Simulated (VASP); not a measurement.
Consider the following.

```xyz
2
Lattice="2.9090 0.0000 0.0000 0.0000 2.9090 0.0000 0.0000 0.0000 2.9090" Properties=species:S:1:pos:R:3 pbc="T T T"
Ti     0.0000     0.0000     0.0000
Co     1.4545     1.4545     1.4545
```

Computed with PBE GGA, VASP's PBE PAW potentials (set 64) (plane waves; VASP). Numerical set-up: 520 eV cut-off, 12×12×12 Γ-centred mesh, first-order Methfessel-Paxton smearing of 0.10 eV, potentials Ti_sv Co.

Q: Give the stress tensor in GPa (positive for a compressed cell).

A: 
```
12.26   0.00   0.00
 0.00  12.26   0.00
 0.00   0.00  12.26
```
The pressure is its mean diagonal, 12.26 GPa.

The compound is TiCo in the CsCl type structure. This cell is one point of a volume scan, at 0.94 of the reference volume. The run is not spin-polarised, so no magnetic state was tried. The electron count is odd and the run is not spin-polarised, which forces a metal.
